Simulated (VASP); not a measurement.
Crystal: TiC3.

```
Ti C
1.0
     3.71009    0.00000    0.00000
     0.00000    3.71009    0.00000
     0.00000    0.00000    4.12814
Ti C
1 3
Direct
  0.00000 0.00000 0.50000
  0.00000 0.00000 0.00000
  0.00000 0.50000 0.50000
  0.50000 0.00000 0.50000
```

The cell was built by a generator and needn't be a form met in nature.

```yaml
Program: VASP 6.6.1
Task: relaxation of cell and atoms
Functional: PBE
Potentials_or_basis: VASP PAW PBE potentials, release 64 (Ti_sv, C)
Cutoff: 520 eV
k_mesh: 6 × 6 × 5
Occupations: gaussian, width 0.15 eV
Spin: no spin polarisation
```

At the start: pressure 17.9 GPa; volume 14.21 Å³/atom.

How do energy, volume and symmetry change on relaxing?

Over 6 steps the energy falls by 232.9 meV/atom and the volume is 16.57 Å³/atom (+16.6 %); space group Pm-3m (No. 221, to 0.05 Å).

The path:
```tsv
step	energy change (eV)	largest force (eV/Å)	pressure (GPa)	volume (Å³)
1	0.0000	0.0000	17.94	56.82
2	-0.7298	0.0000	-3.97	70.37
3	-0.9296	0.0000	0.94	65.71
4	-0.9308	0.0000	0.47	66.13
5	-0.9307	0.0000	0.38	65.94
6	-0.9316	0.0000	0.35	66.27
```

Final structure:
```
Ti C
1.0
     4.04401    0.00000    0.00000
     0.00000    4.04401    0.00000
     0.00000    0.00000    4.05192
Ti C
1 3
Cartesian
  0.0000 4.0440 2.0260
  0.0000 0.0000 0.0000
  0.0000 2.0220 2.0260
  2.0220 0.0000 2.0260
```

Caveat: the volume moved by over 15 % at a fixed basis, so the end points are rough.
